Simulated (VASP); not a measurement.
Set up this calculation in VASP 6.6.1, as the native input.

| Item | Value |
| --- | --- |
| Task | relaxation of cell and atoms |
| Functional | PBE |
| Potentials or basis | VASP PAW PBE potentials, release 64 (Cu) |
| Cutoff | 600 eV |
| k mesh | 20 × 20 × 20 |
| Occupations | gaussian, width 0.1 eV |
| Spin | no spin polarisation |
| Further INCAR settings | ALGO = Normal; EDIFF = 1e-07; IBRION = 2; EDIFFG = -0.004; NSW = 80; ISIF = 3 |

The structure of Cu lies in POSCAR:

```
Cu
1.0
    0.0000000000      1.7909550000      1.7909550000
    1.7909550000      0.0000000000      1.7909550000
    1.7909550000      1.7909550000      0.0000000000
Cu
1
Direct
    0.0000000000      0.0000000000      0.0000000000
```

These files were run (other wordings do the same):

INCAR

```
SYSTEM = Cu
  ALGO = Normal
  EDIFF = 1E-7
  EDIFFG = -0.004
  ENCUT = 600
  GGA = PE
  IBRION = 2
  ISIF = 3
  ISMEAR = 0
  LASPH = .True.
  LCHARG = .False.
  LREAL = .False.
  LWAVE = .False.
  NELM = 100
  NSW = 80
  PREC = Accurate
  SIGMA = 0.1
```

KPOINTS

```
k-points
0
Gamma
  20 20 20
  0 0 0
```

Potentials or basis: VASP PAW PBE potentials, release 64 (Cu).

The run is started by

```console
$ cat potpaw_PBE.64/Cu/POTCAR > POTCAR
$ mpirun -np 1 vasp_std > vasp.out
```

Results of the run:

| Property | Result |
| --- | --- |
| Relaxed volume | 12.01 Å³/atom |
| Relaxed cell | a = 2.570 Å, b = 2.570 Å, c = 2.570 Å, α = 60.00°, β = 60.00°, γ = 60.00° |
| Space group after relaxing (to 0.05 Å) | Fm-3m (No. 225) |
| Energy gained by relaxing | 10.5 meV/atom |
| Ionic steps | 3 |
| Pressure after relaxing | 0.0 GPa |
| Band gap on the k mesh | none (metal or under the smearing width) |

It took 23 s on 1 thread of Intel(R) Xeon(R) 6975P-C (Granite Rapids) (shared host), peak memory 0.15 GiB.
